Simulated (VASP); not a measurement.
These are PBE GGA with D4 dispersion, VASP's PBE PAW potentials (set 64) (plane waves; VASP 6.6.1) values and carry that method's errors.

Input for VASP

INCAR:
```
! general
SYSTEM =TiO2
PREC   =Accurate
ENCUT  =520
LREAL  =F   ! projection in real space or not
LASPH  =T

! electronic loop
EDIFF  =1E-7
NELM   =100   ! most electronic steps
ALGO   =Normal   ! blocked Davidson
LMAXMIX=4   ! l cut-off of mixed one-centre charges

! smearing
ISMEAR =0   ! Gaussian
SIGMA  =0.05   ! width (eV)

! functional
GGA    =PE   ! PBE
IVDW   =13   ! D4

! ions
IBRION =2
NSW    =30
ISIF   =4
EDIFFG =-0.01   ! ionic stop

! output
LWAVE  =F
LCHARG =F
```

**KPOINTS**
```
Automatic
0
Gamma
  5 5 8
```

**POSCAR**
```
TiO2
1
    4.6540756926     0.0000000000     0.0000000000
    0.0000000000     4.6540756926     0.0000000000
    0.0000000000     0.0000000000     2.9899727794
Ti O
2 4
Direct
  0.0000000000   0.0000000000   0.0000000000
  0.5000000000   0.5000000000   0.5000000000
  0.3044685481   0.3044685481   0.0000000000
  0.8044685481   0.1955314519   0.5000000000
  0.1955314519   0.8044685481   0.5000000000
  0.6955314519   0.6955314519   0.0000000000
```

POTCAR, in this order: Ti_sv O (PBE.64 set). Program: vasp_std.

Task: What does the run give for the energy per atom (σ→0), dispersion energy, band gap (on the k-mesh)?

Result: 
| Quantity | Result |
|---|---|
| energy per atom (σ→0) | -9.143 eV/atom |
| dispersion energy | -1.187 eV |
| band gap (on the k-mesh) | 1.83 eV |

OSZICAR:
```
...
DAV:   1    -0.536735463944E+02   -0.38975E-03   -0.85941E-02  1696   0.250E+00    0.159E-01
DAV:   2    -0.536733970344E+02    0.14936E-03   -0.29091E-03  1876   0.455E-01    0.100E-01
DAV:   3    -0.536732334495E+02    0.16358E-03   -0.45387E-04  2100   0.187E-01    0.390E-02
DAV:   4    -0.536732101602E+02    0.23289E-04   -0.14988E-04  2184   0.106E-01    0.959E-03
DAV:   5    -0.536732096304E+02    0.52988E-06   -0.13758E-05  1944   0.345E-02    0.502E-03
DAV:   6    -0.536732095705E+02    0.59838E-07   -0.14724E-06  2056   0.955E-03    0.169E-03
DAV:   7    -0.536732096331E+02   -0.62627E-07   -0.32429E-07  1496   0.510E-03
   3 F= -.54860621E+02 E0= -.54860621E+02  d E =-.439928E-02
```

The compound is TiO2 in the rutile structure. This cell is one point of a volume scan, at 1.03 of the reference volume. Symmetry was kept, so distortions that lower it aren't found.
